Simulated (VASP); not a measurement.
All values below come from rev-vdW-DF2, VASP's PBE PAW potentials (set 64) (plane waves; VASP 6.6.1).

VASP input:

**INCAR**
```
AGGAC = 0.0
ALGO = Normal
EDIFF = 1E-7
ENCUT = 520
GGA = MK
ISIF = 2
ISMEAR = -5
LASPH = .True.
LCHARG = .True.
LORBIT = 11
LREAL = .False.
LUSE_VDW = .True.
LWAVE = .False.
NEDOS = 601
NELM = 100
PARAM1 = 0.1234568
PARAM2 = 0.7114
PREC = Accurate
SYSTEM = C
ZAB_VDW = -1.8867
```

**POSCAR**
```
C
1
    0.0000000000     1.7842427019     1.7842427019
    1.7842427019    -0.0000000000     1.7842427019
    1.7842427019     1.7842427019     0.0000000000
C
2
Direct
  0.0000000000   0.0000000000   0.0000000000
  0.2500000000   0.2500000000   0.2500000000
```

KPOINTS:
```
Automatic mesh
0
Gamma
14 14 14
0 0 0
```

POTCAR, in this order: C (PBE.64 set). Program: vasp_std.

The run wrote:

**OSZICAR**
```
       N       E                     dE             d eps       ncg     rms          rms(c)
DAV:   1     0.271918732843E+01    0.27192E+01   -0.51471E+03  1728   0.997E+02
DAV:   2    -0.170365543110E+02   -0.19756E+02   -0.19426E+02  2616   0.114E+02
DAV:   3    -0.171634291764E+02   -0.12687E+00   -0.12687E+00  1792   0.121E+01
DAV:   4    -0.171636019115E+02   -0.17274E-03   -0.17274E-03  2352   0.483E-01
DAV:   5    -0.171636019931E+02   -0.81615E-07   -0.81615E-07  1760   0.678E-03    0.559E+00
DAV:   6    -0.166682459237E+02    0.49536E+00   -0.39884E-01  1720   0.500E+00    0.332E+00
DAV:   7    -0.164958235561E+02    0.17242E+00   -0.47174E-01  2040   0.546E+00    0.737E-01
DAV:   8    -0.164963964218E+02   -0.57287E-03   -0.17333E-03  1720   0.507E-01    0.308E-02
DAV:   9    -0.164964164295E+02   -0.20008E-04   -0.14711E-05  2400   0.494E-02    0.303E-02
DAV:  10    -0.164964221554E+02   -0.57259E-05   -0.50117E-06  1720   0.274E-02    0.530E-03
DAV:  11    -0.164964221121E+02    0.43340E-07   -0.11772E-07  2192   0.315E-03
   1 F= -.16496422E+02 E0= -.16496422E+02  d E =0.000000E+00
```

### OUTCAR
```
------------------------ aborting loop because EDIFF is reached ----------------------------------------
  FORCE on cell =-STRESS in cart. coord.  units (eV):
  Direction    XX          YY          ZZ          XY          YZ          ZX
  --------------------------------------------------------------------------------------
  Total       -0.0002080     -0.0002080     -0.0002080     -0.0000000      0.0000000      0.0000000
  in kB       -0.0293287     -0.0293287     -0.0293287     -0.0000000      0.0000000      0.0000000
  external PRESSURE =      -0.0293287 kB  Pullay stress =       0.0000000 kB
  volume of cell :       11.36
      direct lattice vectors                 reciprocal lattice vectors
     0.000000000  1.784242702  1.784242702    -0.280230935  0.280230935  0.280230935
     1.784242702  0.000000000  1.784242702     0.280230935 -0.280230935  0.280230935
     1.784242702  1.784242702  0.000000000     0.280230935  0.280230935 -0.280230935
 POSITION                                       TOTAL-FORCE (eV/Angst)
 -----------------------------------------------------------------------------------
      0.00000      0.00000      0.00000         0.000000      0.000000      0.000000
      0.89212      0.89212      0.89212        -0.000000     -0.000000     -0.000000
 -----------------------------------------------------------------------------------
    total drift:                                0.000000      0.000000      0.000000
  FREE ENERGIE OF THE ION-ELECTRON SYSTEM (eV)
  ---------------------------------------------------
  free  energy   TOTEN  =       -16.4964221121 eV

  energy  without entropy=      -16.4964221121  energy(sigma->0) =      -16.49642211

 total charge

# of ion       s       p       d       tot
------------------------------------------
    1        0.825   1.750   0.000   2.576
    2        0.825   1.750   0.000   2.576
--------------------------------------------------
tot          1.651   3.500   0.000   5.151
```
(Selected blocks of OUTCAR.)

**OUTCAR**
```
 val. band max:        9.6195928343   @ k =   0.0000   0.0000   0.0000

 cond. band min:      13.7943254205   @ k =   0.3571   0.3571   0.0000


 Fermi energy:         9.6264238922

 k-point     1 :       0.0000    0.0000    0.0000
  band No.  band energies     occupation
      1     -11.7464      2.00000
      2       9.6196      2.00000
      3       9.6196      2.00000
      4       9.6196      2.00000
      5      15.2385      0.00000
      6      15.2385      0.00000
      7      15.2385      0.00000
      8      22.9985      0.00000

 k-point     2 :       0.0714    0.0000    0.0000
  band No.  band energies     occupation
      1     -11.6053      2.00000
      2       8.6981      2.00000
      3       9.3795      2.00000
      4       9.3795      2.00000
      5      15.5534      0.00000
      6      15.5534      0.00000
      7      15.7880      0.00000
      8      23.1139      0.00000

 k-point     3 :       0.1429    0.0000    0.0000
  band No.  band energies     occupation
      1     -11.1834      2.00000
      2       6.6727      2.00000
      3       8.8190      2.00000
      4       8.8190      2.00000
      5      16.2935      0.00000
      6      16.2935      0.00000
      7      16.7461      0.00000
      8      23.4511      0.00000

 k-point     4 :       0.2143    0.0000    0.0000
  band No.  band energies     occupation
      1     -10.4851      2.00000
      2       4.2966      2.00000
      3       8.1848      2.00000
      4       8.1848      2.00000
      5      17.0923      0.00000
      6      17.0923      0.00000
      7      17.5156      0.00000
      8      23.9584      0.00000

 k-point     5 :       0.2857    0.0000    0.0000
  band No.  band energies     occupation
      1      -9.5192      2.00000
      2       1.8756      2.00000
      3       7.6209      2.00000
      4       7.6209      2.00000
      5      17.6826      0.00000
      6      17.6826      0.00000
      7      18.0173      0.00000
...
```

The compound is C in the diamond structure. It was relaxed first.
